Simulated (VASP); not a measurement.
OSZICAR of a VASP run on BP (zinc blende):

**OSZICAR**
```
       N       E                     dE             d eps       ncg     rms          rms(c)
DAV:   1     0.138331051441E+02    0.13833E+02   -0.46800E+03   752   0.104E+03
DAV:   2    -0.133228316713E+02   -0.27156E+02   -0.26259E+02  1144   0.122E+02
DAV:   3    -0.136805854979E+02   -0.35775E+00   -0.35775E+00   928   0.179E+01
DAV:   4    -0.136813106961E+02   -0.72520E-03   -0.72520E-03  1144   0.852E-01
DAV:   5    -0.136813113582E+02   -0.66215E-06   -0.66215E-06   944   0.201E-02    0.745E+00
DAV:   6    -0.130285240249E+02    0.65279E+00   -0.17207E+00   848   0.729E+00    0.405E+00
DAV:   7    -0.129301169117E+02    0.98407E-01   -0.28537E-01  1144   0.326E+00    0.133E+00
DAV:   8    -0.129217838853E+02    0.83330E-02   -0.28991E-02   832   0.119E+00    0.224E-01
DAV:   9    -0.129220887819E+02   -0.30490E-03   -0.47977E-04  1080   0.206E-01    0.130E-01
DAV:  10    -0.129222811750E+02   -0.19239E-03   -0.27935E-04   864   0.133E-01    0.262E-02
DAV:  11    -0.129222917876E+02   -0.10613E-04   -0.12984E-05  1064   0.320E-02    0.332E-02
DAV:  12    -0.129222925648E+02   -0.77722E-06   -0.31319E-06   792   0.118E-02
   1 F= -.11498077E+02 E0= -.11498077E+02  d E =-.114981E+02
       N       E                     dE             d eps       ncg     rms          rms(c)
DAV:   1    -0.128737528503E+02    0.48539E-01   -0.80111E-01   856   0.734E+00    0.117E+00
DAV:   2    -0.128557223744E+02    0.18030E-01   -0.34760E-02   992   0.123E+00    0.616E-01
DAV:   3    -0.128505274834E+02    0.51949E-02   -0.11193E-02   848   0.613E-01    0.189E-01
DAV:   4    -0.128502291938E+02    0.29829E-03   -0.32920E-04   976   0.143E-01    0.141E-01
DAV:   5    -0.128501598476E+02    0.69346E-04   -0.13129E-04   960   0.821E-02    0.598E-02
DAV:   6    -0.128501612894E+02   -0.14418E-05   -0.41077E-06   872   0.168E-02    0.930E-03
DAV:   7    -0.128501617258E+02   -0.43648E-06   -0.46750E-07   424   0.464E-03
   2 F= -.11498341E+02 E0= -.11498341E+02  d E =-.263895E-03
       N       E                     dE             d eps       ncg     rms          rms(c)
DAV:   1    -0.129005311144E+02   -0.50370E-01   -0.19112E-01   824   0.352E+00    0.557E-01
DAV:   2    -0.128961440575E+02    0.43871E-02   -0.87951E-03  1016   0.616E-01    0.299E-01
DAV:   3    -0.128948911568E+02    0.12529E-02   -0.26554E-03   848   0.298E-01    0.790E-02
DAV:   4    -0.128948024936E+02    0.88663E-04   -0.91018E-05   976   0.737E-02    0.609E-02
DAV:   5    -0.128947797710E+02    0.22723E-04   -0.27772E-05   992   0.379E-02    0.286E-02
DAV:   6    -0.128947786462E+02    0.11248E-05   -0.83135E-07   552   0.769E-03    0.345E-03
DAV:   7    -0.128947784811E+02    0.16511E-06   -0.10434E-07   376   0.249E-03
   3 F= -.11507593E+02 E0= -.11507593E+02  d E =-.951676E-02
```

Problem. Which electronic solver shows in the log?

Solution. It is blocked Davidson (ALGO = Normal, or the opening steps of other solvers). The INCAR had ALGO = Normal.

Problem. Can the final energy be trusted as converged?

Solution. Self-consistency was reached. It stopped with EDIFF = 1E-6, NELM = 100, NSW = 40 and EDIFFG = -0.02 after 3 ionic steps (PBE GGA, plane waves, VASP's PBE PAW potentials (set 64)). Energy and stress use the plane-wave basis of the starting cell.

The compound is BP in the zinc blende structure. This run relaxes it under an external pressure of 10 GPa. Symmetry was kept, so distortions that lower it aren't found.
